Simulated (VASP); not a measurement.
Consider the following.

```
CELL_PARAMETERS angstrom
      0.00000     2.10719     2.10719
      2.10719     0.00000     2.10719
      2.10719     2.10719     0.00000
ATOMIC_POSITIONS crystal
  Ti 0.00000 0.00000 0.00000
  N  0.50000 0.50000 0.50000
```

All values below come from PBE GGA with D4 dispersion, VASP's PBE PAW potentials (set 64) (plane waves; VASP). Settings: 520 eV cut-off, Gaussian smearing of 0.050 eV, potentials Ti_sv N.

Give the energies of bands 6 to 11 at the high-symmetry points, in eV from the Fermi level.

```json
[
 {"band": "6", "Γ": "-2.08", "X": "-5.89", "U": "-5.91", "L": "-8.21", "W": "-5.55"},
 {"band": "7", "Γ": "-2.08", "X": "-3.27", "U": "-5.79", "L": "-5.59", "W": "-5.55"},
 {"band": "8", "Γ": "-2.08", "X": "-3.27", "U": "-4.54", "L": "-5.59", "W": "-5.46"},
 {"band": "9", "Γ": "-0.64", "X": "-3.16", "U": "-0.49", "L": "1.72", "W": "0.94"},
 {"band": "10", "Γ": "-0.64", "X": "1.68", "U": "2.02", "L": "1.72", "W": "0.94"},
 {"band": "11", "Γ": "-0.64", "X": "2.44", "U": "2.37", "L": "2.42", "W": "2.45"}
]
```

It has no gap at this level: it comes out as a metal or semimetal.

The compound is TiN in the rock salt structure. It was relaxed first. The electron count is odd and the run is not spin-polarised, which forces a metal.
